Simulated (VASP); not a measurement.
An input for Ansatz (written as the equivalent of a VASP run, and not itself run):

Ansatz 0.2 input:
```yaml
crystal:
  lattice:
    - [3.6033430, 0.0000000, 0.0000000]
    - [-1.8016720, 3.1205870, 0.0000000]
    - [0.0000000, 0.0000000, 3.5166840]
  atoms:
    - { symbol: Sn, position: [0.0000000, 0.0000000, 0.0000000] }
    - { symbol: Si, position: [0.6666670, 0.3333330, 0.5000000] }
kpoints:
  mp_grid: { grid: [11, 11, 9] }
hamiltonian:
  xc: pbesol
  pseudopotentials: { kind: paw }
scf:
  occupations: { method: methfessel_paxton, width: 0.1 }
  max_iter: 100
relax:
  max_steps: 60
  f_tol: 0.01
  cell: {}
output: { forces: true, stress: true, eigenvalues: true }
```

Task: Write the VASP files for the same calculation (PBEsol).

Result: This is not unique; one that fits is 
### POSCAR
```
SiSn
1.0
  3.6033430000   0.0000000000   0.0000000000
 -1.8016720000   3.1205870000   0.0000000000
  0.0000000000   0.0000000000   3.5166840000
Sn Si
1 1
Cart
  0.0000000000   0.0000000000   0.0000000000
  1.8016731350   1.0401946265   1.7583420000
```

KPOINTS:
```
Regular mesh
0
gamma
  11 11 9
0 0 0
```

### INCAR
```
PREC = Accurate
EDIFF = 1E-6
IBRION = 2
ALGO = Normal
SIGMA = 0.1   # width (eV)
NSW = 60   # most ionic steps
GGA = PS   # PBEsol
LCHARG = .False.
ENCUT = 400
EDIFFG = -0.01   # ionic stop
LREAL = .False.
LWAVE = .False.
LASPH = .True.
ISIF = 3
ISMEAR = 1   # Methfessel-Paxton
SYSTEM = SiSn
NELM = 100   # most electronic steps
LMAXMIX = 4
```

POTCAR, in this order: Sn_d Si (PBE.64 set). Program: vasp_std.

The two are equivalent in intent, not identical: each code has its own PAW files, so the cut-off isn't converted (ENCUT is set for VASP's; basis.ecutwfc is left out, and Ansatz then takes the one that its files recommend); Ansatz stops its SCF on the density residual and VASP on the energy change (EDIFF).

The structure was generated: SiSn was put into the WC type (P-6m2), which need not be its known phase. This run relaxes it. Symmetry was kept, so distortions that lower it aren't found.
